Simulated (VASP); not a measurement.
Input:

```yaml
crystal:
  lattice:
    - [0.00000, 2.42355, 2.42355]
    - [2.42355, 0.00000, 2.42355]
    - [2.42355, 2.42355, 0.00000]
  atoms:
    - { symbol: Sr, position: [0.00000, 0.00000, 0.00000] }
    - { symbol: O, position: [0.50000, 0.50000, 0.50000] }
```

The numbers are results of LDA (Ceperley-Alder, Perdew-Zunger), VASP's LDA PAW potentials (set 64) (plane waves; VASP), not measurements. Settings: 620 eV cut-off, 9×9×9 Γ-centred mesh, Gaussian smearing of 0.050 eV, potentials Sr_sv O.

Predict the energy per atom (σ→0), pressure.

The energy per atom (σ→0) comes out as -6.577 eV/atom and the pressure is 19.83 GPa.

The absolute energy has meaning only against runs of the same code, potentials and settings.

The compound is SrO in the rock salt structure. It was relaxed first under an external pressure of 20 GPa.
